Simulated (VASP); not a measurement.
Input:

```
CELL_PARAMETERS angstrom
      4.77822     0.00000     0.00000
     -2.38911     4.13806     0.00000
      0.00000     0.00000    14.14896
ATOMIC_POSITIONS crystal
  Pb 0.66667 0.33333 0.50000
  S  0.33333 0.66667 0.50000
```

The numbers are results of r2SCAN meta-GGA, VASP's PBE PAW potentials (set 64) (plane waves; VASP), not measurements. Settings: 400 eV cut-off, 7×7×1 Γ-centred mesh, tetrahedra with Blöchl corrections, potentials Pb_d S.

The cell holds a wide vacuum, so values per volume refer to the whole cell. Unless said otherwise, spin-orbit coupling is left out, though it shifts the bands of the heavy elements here.

Task: Give the energies of bands 7 to 13 at the high-symmetry points, in eV from the valence-band maximum.

Result: 
```csv
band,Γ,M,K
7,-6.55,-8.68,-8.86
8,-2.61,-3.35,-4.00
9,-2.61,-1.83,-1.70
10,-2.60,-1.30,0.00
11,2.25,0.97,0.85
12,2.87,3.54,3.18
13,2.88,5.66,4.91
```

The gap is direct, 0.85 eV, from the valence maximum at K to the conduction minimum at K.

The cell is a sheet with vacuum, built from a generated structure.
